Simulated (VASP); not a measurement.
A convergence study with VASP on Pd (fcc): one setting is varied, all else stays as given below, so the limit is that of these other settings. Each run relaxes cell and ions from the cell shown. The basis is that of the starting cell, so low cut-offs carry a Pulay error.

```
CELL_PARAMETERS angstrom
      0.00000     1.94500     1.94500
      1.94500     0.00000     1.94500
      1.94500     1.94500     0.00000
ATOMIC_POSITIONS crystal
  Pd 0.00000 0.00000 0.00000
```

Level of theory: PBE GGA, VASP's PBE PAW potentials (set 64) (plane waves; VASP). The tightest run used: 700 eV cut-off, 14×14×14 Γ-centred mesh, first-order Methfessel-Paxton smearing of 0.10 eV, potentials Pd.

```json
[
 {"setting": "ENCUT = 200", "relaxed volume (Å³/atom)": "13.245", "E (eV/atom)": "-5.2979", "plane waves": "113"},
 {"setting": "ENCUT = 250", "relaxed volume (Å³/atom)": "14.931", "E (eV/atom)": "-5.1914", "plane waves": "140"},
 {"setting": "ENCUT = 300", "relaxed volume (Å³/atom)": "15.312", "E (eV/atom)": "-5.2102", "plane waves": "190"},
 {"setting": "ENCUT = 350", "relaxed volume (Å³/atom)": "15.232", "E (eV/atom)": "-5.2020", "plane waves": "229"},
 {"setting": "ENCUT = 400", "relaxed volume (Å³/atom)": "15.258", "E (eV/atom)": "-5.2034", "plane waves": "283"}
]
```

These are the cheaper rows. Estimate the results at ENCUT = 700, and how far the last row shown lies from them.

```json
[
 {"quantity": "relaxed volume (Å³/atom)", "tightest run": "15.309", "last row shown is off by": "-0.052"},
 {"quantity": "E (eV/atom)", "tightest run": "-5.2061", "last row shown is off by": "0.0027"}
]
```

Left out are rungs that failed or repeat a setting and relaxations that didn't move; long series are thinned to 24 rows.

The compound is Pd in the fcc structure.
